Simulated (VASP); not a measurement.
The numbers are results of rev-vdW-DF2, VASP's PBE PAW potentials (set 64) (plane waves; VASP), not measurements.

Input for VASP

**KPOINTS**
```
Automatic mesh
0
Gamma
13 13 13
0 0 0
```

INCAR:
```
! general
SYSTEM  =MoSi2
PREC    =Accurate
ENCUT   =520
LREAL   =.FALSE.
LASPH   =.TRUE.

! electronic loop
EDIFF   =1E-7
NELM    =100
ALGO    =Normal
LMAXMIX =4

! smearing
ISMEAR  =1
SIGMA   =0.1

! functional
GGA     =MK
LUSE_VDW=.TRUE.
AGGAC   =0.0
PARAM1  =0.1234568
PARAM2  =0.7114
ZAB_VDW =-1.8867

! ions
IBRION  =2
NSW     =30
ISIF    =4
EDIFFG  =-0.01

! output
LWAVE   =.FALSE.
LCHARG  =.FALSE.
```

File POSCAR:
```
MoSi2
1
   -1.5741970402     1.5741970402     3.8528059801
    1.5741970402    -1.5741970402     3.8528059801
    1.5741970402     1.5741970402    -3.8528059801
Si Mo
2 1
Direct
  0.6647321968   0.6647321968   0.0000000000
  0.3352678032   0.3352678032   0.0000000000
  0.0000000000   0.0000000000   1.0000000000
```

POTCAR, in this order: Si Mo_sv (PBE.64 set). Program: vasp_std.

The run wrote:

### OUTCAR
```
 ion  position               nearest neighbor table
   1  0.665  0.665  0.000-   2 2.54   3 2.56   3 2.56   3 2.56   3 2.56   3 2.58   2 2.59   2 2.59
                             2 2.59   2 2.59
   2  0.335  0.335  0.000-   1 2.54   3 2.56   3 2.56   3 2.56   3 2.56   3 2.58   1 2.59   1 2.59
                             1 2.59   1 2.59
   3  0.000  0.000  0.000-   2 2.56   1 2.56   1 2.56   1 2.56   1 2.56   2 2.56   2 2.56   2 2.56
                             1 2.58   2 2.58
  LATTYP: Found a body centered tetragonal cell.
 ALAT       =     3.1483940804
 C/A-ratio  =     2.4474737798
 Subroutine PRICEL returns:
 Original cell was already a primitive cell.
 Subroutine GETGRP returns: Found 16 space group operations
The static configuration has the point symmetry D_4h.
The dynamic configuration has the point symmetry D_4h.
 Subroutine INISYM returns: Found 16 space group operations
 Subroutine IBZKPT returns following result:
 Found    196 irreducible k-points:

 Following reciprocal coordinates:
            Coordinates               Weight
  0.000000  0.000000  0.000000      1.000000
  0.076923 -0.000000  0.000000      8.000000
  0.153846  0.000000  0.000000      8.000000
  0.230769 -0.000000  0.000000      8.000000
  0.307692  0.000000  0.000000      8.000000
  0.384615  0.000000  0.000000      8.000000
  0.461538 -0.000000  0.000000      8.000000
  0.076923  0.076923  0.000000      8.000000
  0.153846  0.076923  0.000000     16.000000
  0.230769  0.076923  0.000000     16.000000
  0.307692  0.076923  0.000000     16.000000
  0.384615  0.076923  0.000000     16.000000
  0.461538  0.076923  0.000000     16.000000
 -0.461538  0.076923  0.000000     16.000000
 -0.384615  0.076923  0.000000     16.000000
 -0.307692  0.076923  0.000000     16.000000
 -0.230769  0.076923 -0.000000     16.000000
 -0.153846  0.076923  0.000000     16.000000
 -0.076923  0.076923  0.000000      4.000000
  0.153846  0.153846 -0.000000      8.000000
  0.230769  0.153846  0.000000     16.000000
  0.307692  0.153846  0.000000     16.000000
  0.384615  0.153846  0.000000     16.000000
  0.461538  0.153846  0.000000     16.000000
 -0.461538  0.153846 -0.000000     16.000000
 -0.384615  0.153846  0.000000     16.000000
 -0.307692  0.153846  0.000000     16.000000
 -0.230769  0.153846 -0.000000     16.000000
 -0.153846  0.153846  0.000000      4.000000
  0.230769  0.230769  0.000000      8.000000
  0.307692  0.230769  0.000000     16.000000
  0.384615  0.230769  0.000000     16.000000
  0.461538  0.230769  0.000000     16.000000
 -0.461538  0.230769  0.000000     16.000000
 -0.384615  0.230769  0.000000     16.000000
 -0.307692  0.230769  0.000000     16.000000
 -0.230769  0.230769  0.000000      4.000000
  0.307692  0.307692 -0.000000      8.000000
  0.384615  0.307692  0.000000     16.000000
  0.461538  0.307692  0.000000     16.000000
   k-points           NKPTS =    196   k-points in BZ     NKDIM =    196   number of bands    NBANDS=     15
   number of dos      NEDOS =    301   number of ions     NIONS =      3
   total plane-waves  NPLWV =  46656
   dimension x,y,z NGX =    36 NGY =   36 NGZ =   36
   dimension x,y,z NGXF=    72 NGYF=   72 NGZF=   72
   ions per type =               2   1
   PREC   = accura    normal or accurate (medium, high low for compatibility)
   ISTART =      0    job   : 0-new  1-cont  2-samecut
   ICHARG =      2    charge: 1-file 2-atom 10-const
   ISPIN  =      1    spin polarized calculation?
   LNONCOLLINEAR =      F non collinear calculations
   LSORBIT =      F    spin-orbit coupling
   INIWAV =      1    electr: 0-lowe 1-rand  2-diag
   ENCUT  =  520.0 eV  38.22 Ry    6.18 a.u.   8.27  8.27  8.27*2*pi/ulx,y,z
...
```

**OSZICAR**
```
       N       E                     dE             d eps       ncg     rms          rms(c)
DAV:   1     0.129297169358E+03    0.12930E+03   -0.11580E+04  5880   0.140E+03
DAV:   2    -0.163241203884E+02   -0.14562E+03   -0.14351E+03  7210   0.340E+02
DAV:   3    -0.192963627300E+02   -0.29722E+01   -0.29345E+01  7833   0.444E+01
DAV:   4    -0.193099076165E+02   -0.13545E-01   -0.13540E-01  6783   0.352E+00
DAV:   5    -0.193100211829E+02   -0.11357E-03   -0.11356E-03  7896   0.300E-01    0.241E+01
DAV:   6    -0.186312666211E+02    0.67875E+00   -0.61578E+00  6902   0.176E+01    0.571E+00
DAV:   7    -0.185399026280E+02    0.91364E-01   -0.86480E-01  6616   0.617E+00    0.515E+00
DAV:   8    -0.185118438018E+02    0.28059E-01   -0.10258E-01  6965   0.273E+00    0.444E-01
DAV:   9    -0.185115257983E+02    0.31800E-03   -0.20465E-03  7315   0.402E-01    0.227E-01
DAV:  10    -0.185115283656E+02   -0.25672E-05   -0.55615E-04  7189   0.216E-01    0.496E-02
DAV:  11    -0.185115254343E+02    0.29312E-05   -0.14567E-04  7119   0.989E-02    0.298E-02
DAV:  12    -0.185115229013E+02    0.25330E-05   -0.25443E-05  6741   0.371E-02    0.697E-03
DAV:  13    -0.185115224844E+02    0.41687E-06   -0.98175E-07  6944   0.980E-03    0.229E-03
DAV:  14    -0.185115224500E+02    0.34432E-07   -0.20430E-08  3619   0.116E-03
   1 F= -.18511522E+02 E0= -.18511483E+02  d E =-.185115E+02
       N       E                     dE             d eps       ncg     rms          rms(c)
DAV:   1    -0.185187709586E+02   -0.72485E-02   -0.25785E-01  6293   0.494E+00    0.449E-01
DAV:   2    -0.185141444676E+02    0.46265E-02   -0.89186E-03  7336   0.783E-01    0.226E-01
DAV:   3    -0.185128687729E+02    0.12757E-02   -0.34209E-03  7560   0.481E-01    0.894E-02
DAV:   4    -0.185128332511E+02    0.35522E-04   -0.19746E-04  6636   0.112E-01    0.326E-02
DAV:   5    -0.185128290609E+02    0.41902E-05   -0.12955E-05  7196   0.234E-02    0.143E-02
DAV:   6    -0.185128288033E+02    0.25758E-06   -0.21264E-06  7392   0.991E-03    0.268E-03
DAV:   7    -0.185128287839E+02    0.19332E-07   -0.16131E-07  3961   0.337E-03
   2 F= -.18512829E+02 E0= -.18512766E+02  d E =-.130633E-02
       N       E                     dE             d eps       ncg     rms          rms(c)
DAV:   1    -0.185135812147E+02   -0.75241E-03   -0.21843E-02  6314   0.144E+00    0.130E-01
DAV:   2    -0.185131968354E+02    0.38438E-03   -0.72419E-04  7392   0.226E-01    0.655E-02
DAV:   3    -0.185130906965E+02    0.10614E-03   -0.28966E-04  7518   0.140E-01    0.260E-02
DAV:   4    -0.185130879706E+02    0.27259E-05   -0.15894E-05  6580   0.316E-02    0.958E-03
DAV:   5    -0.185130875985E+02    0.37214E-06   -0.99408E-07  7224   0.654E-03    0.414E-03
DAV:   6    -0.185130875704E+02    0.28083E-07   -0.16798E-07  5572   0.271E-03
   3 F= -.18513088E+02 E0= -.18513032E+02  d E =-.156512E-02
       N       E                     dE             d eps       ncg     rms          rms(c)
DAV:   1    -0.185133634924E+02   -0.27589E-03   -0.10856E-02  6832   0.920E-01    0.793E-02
DAV:   2    -0.185132036650E+02    0.15983E-03   -0.44918E-04  7042   0.165E-01    0.430E-02
DAV:   3    -0.185131670147E+02    0.36650E-04   -0.96928E-05  7273   0.784E-02    0.153E-02
DAV:   4    -0.185131636448E+02    0.33699E-05   -0.12312E-05  7196   0.275E-02    0.628E-03
DAV:   5    -0.185131634419E+02    0.20295E-06   -0.83430E-07  6769   0.629E-03    0.316E-03
DAV:   6    -0.185131634266E+02    0.15239E-07   -0.58417E-08  3416   0.178E-03
   4 F= -.18513163E+02 E0= -.18513103E+02  d E =-.758562E-04
```

### OUTCAR
```
------------------------ aborting loop because EDIFF is reached ----------------------------------------
  FORCE on cell =-STRESS in cart. coord.  units (eV):
  Direction    XX          YY          ZZ          XY          YZ          ZX
  --------------------------------------------------------------------------------------
  Total        3.4655014      3.4655014      3.4924924      0.0000000      0.0000000      0.0000000
  in kB      145.3855865    145.3855865    146.5179181      0.0000000      0.0000000      0.0000000
  external PRESSURE =     145.7630304 kB  Pullay stress =       0.0000000 kB
  volume of cell :       38.19
      direct lattice vectors                 reciprocal lattice vectors
    -1.572102042  1.572102042  3.863081392     0.000000000  0.318045513  0.129430356
     1.572102042 -1.572102042  3.863081392     0.318045513  0.000000000  0.129430356
     1.572102042  1.572102042 -3.863081392     0.318045513  0.318045513  0.000000000
 POSITION                                       TOTAL-FORCE (eV/Angst)
 -----------------------------------------------------------------------------------
      0.00000      0.00000      5.14288         0.000000      0.000000     -0.007198
      1.57210      1.57210     -1.27980        -0.000000     -0.000000      0.007198
      0.00000      0.00000      7.72616        -0.000000     -0.000000     -0.000000
 -----------------------------------------------------------------------------------
    total drift:                               -0.000000      0.000000      0.000000
  FREE ENERGIE OF THE ION-ELECTRON SYSTEM (eV)
  ---------------------------------------------------
  free  energy   TOTEN  =       -18.5131634266 eV

  energy  without entropy=      -18.5129826695  energy(sigma->0) =      -18.51310317

 reached required accuracy - stopping structural energy minimisation
```
(Selected blocks of OUTCAR.)

### CONTCAR
```
MoSi2
   1.00000000000000
    -1.5721020424874714    1.5721020424874714    3.8630813918154674
     1.5721020424874714   -1.5721020424874714    3.8630813918154674
     1.5721020424874714    1.5721020424874714   -3.8630813918154674
  Si              Mo
     2     1
Direct
     0.6656452225931382    0.6656452225931382    0.0000000000000000
     0.3343547774068619    0.3343547774068619    1.0000000000000000
     1.0000000000000000    1.0000000000000000    0.0000000000000000
```

The compound is MoSi2 in the MoSi2 type structure. This cell is one point of a volume scan, at 0.94 of the reference volume. Symmetry was kept, so distortions that lower it aren't found.
